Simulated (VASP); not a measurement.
Here is a VASP 6.6.1 calculation.

Contents of INCAR:

```
SYSTEM = Ge
  PREC = Accurate
  ENCUT = 600
  EDIFF = 1E-7
  ISMEAR = 0
  SIGMA = 0.03
  LREAL = .FALSE.
  LASPH = .TRUE.
  NELM = 80
  ALGO = Normal
  ISIF = 2
  LWAVE = .FALSE.
  LCHARG = .FALSE.
  GGA = PE
  IVDW = 12
  IBRION = 2
  NSW = 40
  EDIFFG = -0.01
```

The input KPOINTS:

```
Automatic mesh
0
G
  10 10 10
  0 0 0
```

POSCAR

```
Ge                                      
1.0
   -0.0000000000      2.8491497935      2.8491497935
    2.8491497935     -0.0000000000      2.8491497935
    2.8491497935      2.8491497935     -0.0000000000
  Ge            
     2
Direct
     0.0000000000000000    0.0000000000000000    0.0000000000000000
     0.2500000000000000    0.2500000000000000    0.2500000000000000
```

Potentials or basis: VASP PAW PBE potentials, release 64 (Ge_d).

The run is started by

```console
$ cat potpaw_PBE.64/Ge_d/POTCAR > POTCAR
$ mpirun -np 1 vasp_std > vasp.out
```

Problem. Predict the band gap on the k mesh.

Solution. None (metal or under the smearing width).

Problem. What does it give for the dispersion energy per atom?

Solution. -0.291 eV.

Final structure:
```xyz
2
Lattice="0.0000 2.8491 2.8491 2.8491 0.0000 2.8491 2.8491 2.8491 0.0000" Properties=species:S:1:pos:R:3 pbc="T T T"
Ge    0.0000    0.0000    0.0000
Ge    1.4246    1.4246    1.4246
```

Caveat: the relaxation stopped at its first step, so nothing moved; this crystal is a semiconductor, whose small gap the functional closes, so the metal is an error of the method.

**Experimental background.**

“Electronic and optical properties of SixGe1-x-ySny alloys lattice-matched to Ge”, 2021, arxiv:2109.02782 reports, for a bulk crystal of Ge at 300 K: band gap 0.807 eV (direct).

Measured gap of Ge: 0.807 eV (direct; 300 K; “Electronic and optical properties of SixGe1-x-ySny alloys lattice-matched to Ge”, 2021, arxiv:2109.02782). This calculation gives 0.00 eV (-0.81 eV). 3 values of this kind are on record (0.666 to 0.807 eV); this one was drawn at random among those near their median. Spin-orbit coupling on Ge is left out. The value is that of PBE+D3(BJ) on a finite k mesh, which can miss the band edges, without temperature or zero-point motion. Semilocal functionals fall short of measured gaps as a rule.
